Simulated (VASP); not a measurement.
```xyz
2
Lattice="0.0000 2.8850 2.8850 2.8850 0.0000 2.8850 2.8850 2.8850 0.0000" Properties=species:S:1:pos:R:3 pbc="T T T"
Ag     0.0000     0.0000     0.0000
Br     2.8850     2.8850     2.8850
```

The base run (VASP): PBE GGA, plane waves, VASP's PBE PAW potentials (set 64). Settings: 400 eV cut-off, 7×7×7 Γ-centred mesh, Gaussian smearing of 0.050 eV, potentials Ag Br.

The base run took about 9 core-seconds. Times come from single runs on busy shared machines, so they are rough: good to a factor of about 2.

Pressures at a finite cut-off, here 400 eV, hold a Pulay part, which wasn't tested here.

```tsv
setting	cost over the base run	electronic steps	pressure (GPa)
GGA = PS	within a factor of 2	12	-2.49
base run	reference	12	1.34
IVDW = 11	within a factor of 2	12	-0.84
GGA = AM	within a factor of 2	12	-1.51
GGA = 91	within a factor of 2	12	1.14
AGGAC = 0.0, GGA = BO, LUSE_VDW = .TRUE., PARAM1 = 0.1833333333, PARAM2 = 0.22	[?]	12	[?]
```

### Question
Some entries are withheld; supply them.

### Answer

- AGGAC = 0.0, GGA = BO, LUSE_VDW = .TRUE., PARAM1 = 0.1833333333, PARAM2 = 0.22, cost over the base run: about 3 times
- AGGAC = 0.0, GGA = BO, LUSE_VDW = .TRUE., PARAM1 = 0.1833333333, PARAM2 = 0.22, pressure (GPa): 0.45

Left out are runs that failed, have no time on record or changed the cell.

The compound is AgBr in the rock salt structure. The cell was not relaxed at this level.
